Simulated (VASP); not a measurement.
All values below come from PBEsol GGA, VASP's PBE PAW potentials (set 64) (plane waves; VASP).

A VASP calculation is set up with these files.

File POSCAR:
```
MgSe
1
    0.0000000000     2.7315875034     2.7315875034
    2.7315875034     0.0000000000     2.7315875034
    2.7315875034     2.7315875034     0.0000000000
Mg Se
1 1
Direct
  0.0000000000   0.0000000000   0.0000000000
  0.2500000000   0.2500000000   0.2500000000
```

File KPOINTS:
```
Automatic mesh
0
Gamma
8 8 8
0 0 0
```

### INCAR
```
ENCUT = 500
ALGO = Normal
ISIF = 3
LASPH = .TRUE.   # aspherical one-centre terms
EDIFFG = -0.02
NSW = 40
PREC = Accurate
PSTRESS = 300   # kbar
SIGMA = 0.05   # width (eV)
SYSTEM = MgSe
LREAL = .FALSE.
LCHARG = .FALSE.
ISMEAR = 0   # Gaussian
NELM = 100   # most electronic steps
GGA = PS   # PBEsol
LMAXMIX = 4
LWAVE = .FALSE.
IBRION = 2   # conjugate gradients
EDIFF = 1E-6   # SCF stop (eV)
```

POTCAR, in this order: Mg Se (PBE.64 set). Program: vasp_std.

Question: What will the output report for the number of irreducible k-points (NKPTS), largest plane-wave count, number of space-group operations, FFT grid (NGX, NGY, NGZ)?

Answer: 
| Item | Result |
|---|---|
| number of irreducible k-points (NKPTS) | 29 |
| largest plane-wave count | 1056 |
| number of space-group operations | 24 |
| FFT grid (NGX, NGY, NGZ) | 28 × 28 × 28 |

The structure was generated: MgSe was put into the zinc blende type (F-43m), which need not be its known phase. This run relaxes it under an external pressure of 30 GPa. Symmetry was kept, so distortions that lower it aren't found.
